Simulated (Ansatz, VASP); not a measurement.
**One calculation of Sr2OsSO6, two programs**

INCAR

```
ALGO = Normal ; EDIFF = 1E-6
ENCUT = 520 ; GGA = PE
ISIF = 2 ; ISMEAR = -1
LASPH = T ; LCHARG = F
LREAL = F ; LWAVE = F
NBANDS = 46 ; NELM = 100
PREC = Accurate ; SIGMA = 0.1
```

File KPOINTS:

```
k-points
0
Gamma
  4 4 4
```

POSCAR

```
Sr2OsSO6
1.0
    0.0000000000      4.0024200000      4.0024200000
    4.0024200000      0.0000000000      4.0024200000
    4.0024200000      4.0024200000      0.0000000000
S Sr Os O
1 2 1 6
Direct
    0.5000000000      0.5000000000      0.5000000000
    0.2500000000      0.2500000000      0.2500000000
    0.7500000000      0.7500000000      0.7500000000
    0.0000000000      0.0000000000      0.0000000000
    0.7670000000      0.2330000000      0.2330000000
    0.2330000000      0.7670000000      0.2330000000
    0.2330000000      0.7670000000      0.7670000000
    0.7670000000      0.2330000000      0.7670000000
    0.2330000000      0.2330000000      0.7670000000
    0.7670000000      0.7670000000      0.2330000000
```

Input for Ansatz:

```yaml
crystal:
  lattice:
    - [0.0, 4.00242, 4.00242]
    - [4.00242, 0.0, 4.00242]
    - [4.00242, 4.00242, 0.0]
  atoms:
    - { symbol: S, position: [0.5, 0.5, 0.5] }
    - { symbol: Sr, position: [0.25, 0.25, 0.25] }
    - { symbol: Sr, position: [0.75, 0.75, 0.75] }
    - { symbol: Os, position: [0.0, 0.0, 0.0] }
    - { symbol: O, position: [0.767, 0.233, 0.233] }
    - { symbol: O, position: [0.233, 0.767, 0.233] }
    - { symbol: O, position: [0.233, 0.767, 0.767] }
    - { symbol: O, position: [0.767, 0.233, 0.767] }
    - { symbol: O, position: [0.233, 0.233, 0.767] }
    - { symbol: O, position: [0.767, 0.767, 0.233] }
  symmetry: { tolerance: 0.0003 }
kpoints:
  mp_grid: { grid: [4, 4, 4], shift: [0, 0, 0] }
magnetization:
  spin_polarized: false
scf:
  occupations: { method: fermi_dirac }
hamiltonian:
  pseudopotentials: { kind: paw }
  xc: pbe
basis:
  ecutwfc: 420
output:
  forces: true
  stress: true
  eigenvalues: true
```

The cell was built by a generator and needn't be a form met in nature.

Alike in both runs: task single point; functional PBE; k mesh 4 × 4 × 4; no spin polarisation.

```csv
,VASP,Ansatz
version,VASP 6.6.1,Ansatz 0.2.0
potentials or method,"VASP PAW PBE potentials, release 64 (S, Sr_sv, Os, O)",PAW plane waves
plane-wave cutoff (eV),520,420
occupations,"fermi-dirac, width 0.1 eV",fermi-dirac
valence electrons in the cell,70,78
```

|  | VASP | Ansatz | Ansatz less VASP |
| --- | --- | --- | --- |
| gap on the k mesh at the Fermi level (eV) | none | none | - |
| pressure (GPa) | 14.0 | 12.2 | -1.87 |
| rms of the force components (eV/Å) | 1.361 | 1.148 | -0.2128 |

Atom by atom the forces differ by 0.213 eV/Å (rms over components). A gap of «none» marks a metal or a gap that the smearing closes. The two sets of potentials don't hold the same shells in valence.

Caveats: forces of over 1 eV/Å show positions far from the minimum, so gaps and moduli don't describe the material at rest. Spin-orbit coupling is left out, which matters for the levels of Os.
